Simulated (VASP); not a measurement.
# Ta3N under changes of volume

One of the cells (15.277 Å³/atom); the others are scaled copies at fixed shape and fractional positions:

```xyz
4
Lattice="3.0523 0.0000 0.0000 -1.5262 2.6434 0.0000 0.0000 0.0000 7.5740" Properties=species:S:1:pos:R:3 pbc="T T T"
Ta    1.5262    0.8811    6.2566
Ta    0.0000    1.7622    1.3173
Ta    0.0000    0.0000    3.7870
N     0.0000    0.0000    0.0000
```

The cell comes from a database or a generator and needn't be the stable form of this composition.

* Program: VASP 6.6.1
* Functional: PBE
* Potentials or basis: VASP PAW PBE potentials, release 64 (Ta_pv, N)
* Cutoff: 520 eV
* k mesh: 10 × 10 × 4
* Occupations: fermi-dirac, width 0.05 eV
* Spin: no spin polarisation

```csv
volume (Å³/atom),energy over the lowest point (meV/atom),pressure (GPa),largest force (eV/Å)
14.079,?,?,?
14.379,14.33,10.5,0.189
14.678,0.00,4.8,0.045
15.277,1.11,-5.1,0.201
15.577,14.66,-9.4,0.307
15.877,35.75,-13.2,0.402
```

Question: What does the run at 14.079 Å³/atom give?

Answer: Energy over the lowest point 40.02 meV/atom; pressure 16.9 GPa; largest force 0.348 eV/Å.

Worked out: A Birch-Murnaghan fit of order 3 (a polynomial in V^(-2/3)) to the other rows has its minimum at 14.95 Å³/atom with B0 = V·E''(V) = 249 GPa and B' = 4.2 at fixed shape and positions, which overstates the stiffness. It gives 40.16 meV/atom at 14.079 Å³/atom, against the run's 40.02, and -dE/dV = 17.1 GPa, against 16.9.

Energies are extrapolated to zero smearing.
